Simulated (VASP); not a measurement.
Given:

```
InP
1.0
    0.00000     3.00098     3.00098
    3.00098     0.00000     3.00098
    3.00098     3.00098     0.00000
In P
1 1
Direct
  0.00000   0.00000   0.00000
  0.25000   0.25000   0.25000
```

Method: PBE GGA, VASP's PBE PAW potentials (set 64) (plane waves; VASP). Numerical set-up: 300 eV cut-off, 5×5×5 Γ-centred mesh shifted by (0.5, 0.5, 0.5), Gaussian smearing of 0.050 eV, potentials In_d P.

At this cut-off the stress carries a Pulay error, which pulls relaxed volumes low.

Problem. Give the stress tensor in GPa (positive for a compressed cell).

Solution. 
```
-1.55   0.00   0.00
 0.00  -1.55   0.00
 0.00   0.00  -1.55
```
The pressure is its mean diagonal, -1.55 GPa.

The structure comes from a computed database's InP entry; how it stands against other phases isn't given here. The cell was not relaxed at this level.
